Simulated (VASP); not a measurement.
Level of theory: PBE GGA, VASP's PBE PAW potentials (set 64) (plane waves; VASP 6.6.1).

VASP ran on this input.

**POSCAR**
```
LaSi2
1
   -1.8428280000     1.8428280000     4.5103990000
    1.8428280000    -1.8428280000     4.5103990000
    1.8428280000     1.8428280000    -4.5103990000
La Si
1 2
Direct
  0.0000000000   0.0000000000   0.0000000000
  0.3353000000   0.3353000000   0.0000000000
  0.6647000000   0.6647000000   0.0000000000
```

INCAR:
```
SYSTEM = LaSi2
PREC = Accurate; ENCUT = 300; LREAL = F
LASPH = T
EDIFF = 1E-6; NELM = 100; ALGO = Normal
LMAXMIX = 6
ISMEAR = -1; SIGMA = 0.05
GGA = PE
ISIF = 2
LWAVE = F; LCHARG = F
```

### KPOINTS
```
Automatic mesh
0
Gamma
3 3 3
0 0 0
```

POTCAR, in this order: La Si (PBE.64 set). Program: vasp_std.

What VASP printed:

**OSZICAR**
```
       N       E                     dE             d eps       ncg     rms          rms(c)
DAV:   1     0.121943488367E+03    0.12194E+03   -0.46205E+03   156   0.110E+03
DAV:   2     0.835439689454E+00   -0.12111E+03   -0.11910E+03   212   0.248E+02
DAV:   3    -0.139539442112E+02   -0.14789E+02   -0.14599E+02   256   0.102E+02
DAV:   4    -0.149351089232E+02   -0.98116E+00   -0.96049E+00   296   0.230E+01
DAV:   5    -0.149666661763E+02   -0.31557E-01   -0.31352E-01   238   0.401E+00    0.497E+00
DAV:   6    -0.147861115562E+02    0.18055E+00   -0.85151E-01   267   0.713E+00    0.280E+00
DAV:   7    -0.147783969003E+02    0.77147E-02   -0.42752E-02   240   0.166E+00    0.139E+00
DAV:   8    -0.147785784599E+02   -0.18156E-03   -0.21434E-02   235   0.128E+00    0.201E-01
DAV:   9    -0.147794495331E+02   -0.87107E-03   -0.35307E-03   288   0.504E-01    0.116E-01
DAV:  10    -0.147796842318E+02   -0.23470E-03   -0.69996E-04   248   0.171E-01    0.584E-02
DAV:  11    -0.147797134429E+02   -0.29211E-04   -0.18008E-04   283   0.153E-01    0.146E-02
DAV:  12    -0.147797146035E+02   -0.11606E-05   -0.30191E-06   232   0.154E-02    0.122E-02
DAV:  13    -0.147797143068E+02    0.29662E-06   -0.58434E-06   235   0.256E-02
   1 F= -.14779714E+02 E0= -.14755655E+02  d E =-.481189E-01
```

OUTCAR:
```
------------------------ aborting loop because EDIFF is reached ----------------------------------------
  FORCE on cell =-STRESS in cart. coord.  units (eV):
  Direction    XX          YY          ZZ          XY          YZ          ZX
  --------------------------------------------------------------------------------------
  Total        4.7007965      4.7007965      2.2462625      0.0000000      0.0000000      0.0000000
  in kB      122.9242228    122.9242228     58.7389971      0.0000000      0.0000000      0.0000000
  external PRESSURE =     101.5291475 kB  Pullay stress =       0.0000000 kB
  volume of cell :       61.27
      direct lattice vectors                 reciprocal lattice vectors
    -1.842828000  1.842828000  4.510399000     0.000000000  0.271322120  0.110854938
     1.842828000 -1.842828000  4.510399000     0.271322120  0.000000000  0.110854938
     1.842828000  1.842828000 -4.510399000     0.271322120  0.271322120  0.000000000
 POSITION                                       TOTAL-FORCE (eV/Angst)
 -----------------------------------------------------------------------------------
      0.00000      0.00000      0.00000        -0.000000     -0.000000     -0.000000
      0.00000      0.00000      3.02467        -0.000000     -0.000000     -1.103778
      0.00000      0.00000      5.99612         0.000000      0.000000      1.103778
 -----------------------------------------------------------------------------------
    total drift:                               -0.000000     -0.000000     -0.000000
  FREE ENERGIE OF THE ION-ELECTRON SYSTEM (eV)
  ---------------------------------------------------
  free  energy   TOTEN  =       -14.7797143068 eV

  energy  without entropy=      -14.7315953789  energy(sigma->0) =      -14.75565484
```
(Selected blocks of OUTCAR.)

OUTCAR:
```
 val. band max:        8.8587268544   @ k =  -0.3333   0.3333   0.3333

 cond. band min:       8.9477634276   @ k =   0.3333   0.0000   0.0000


 Fermi energy:         8.9034402930

 k-point     1 :       0.0000    0.0000    0.0000
  band No.  band energies     occupation
      1     -22.7454      2.00000
      2      -6.8631      2.00000
      3      -6.2452      2.00000
      4      -6.2452      2.00000
      5      -0.9100      2.00000
      6       4.9258      2.00000
      7       5.2053      2.00000
      8       7.9663      2.00000
      9       7.9663      2.00000
     10       8.6460      1.98845
     11      11.0025      0.00000
     12      11.0618      0.00000
     13      11.0618      0.00000

 k-point     2 :       0.3333    0.0000    0.0000
  band No.  band energies     occupation
      1     -22.6694      2.00000
      2      -7.2109      2.00000
      3      -6.8110      2.00000
      4      -6.1489      2.00000
      5       0.7482      2.00000
      6       2.9848      2.00000
      7       6.3337      2.00000
      8       7.3463      2.00000
      9       8.5918      1.99608
     10       8.9478      0.58368
     11       9.6629      0.00000
     12      10.4663      0.00000
     13      11.3759      0.00000

 k-point     3 :       0.3333    0.3333    0.0000
  band No.  band energies     occupation
      1     -22.5989      2.00000
      2      -7.0253      2.00000
      3      -6.9423      2.00000
      4      -6.7433      2.00000
      5       1.7554      2.00000
      6       2.4089      2.00000
      7       6.0746      2.00000
      8       6.8784      2.00000
      9       8.0200      2.00000
     10       8.5966      1.99569
     11       9.1857      0.00705
     12      10.0278      0.00000
     13      11.6898      0.00000

 k-point     4 :      -0.3333    0.3333    0.0000
  band No.  band energies     occupation
      1     -22.6005      2.00000
      2      -7.0464      2.00000
      3      -6.9112      2.00000
...
```

At this cut-off the stress carries a Pulay error, which pulls relaxed volumes low.

The structure was generated: LaSi2 was put into an ordered model structure, which need not be its known phase. The cell was not relaxed at this level. The k-mesh is coarse (spacing up to 0.80 per Å, 2π included), so the numbers may not be converged in it. The run is one of a series of settings (KPOINTS 3×3×3 Γ-centred mesh against the base run), some of them coarse on purpose. The electron count is odd and the run is not spin-polarised, which forces a metal.
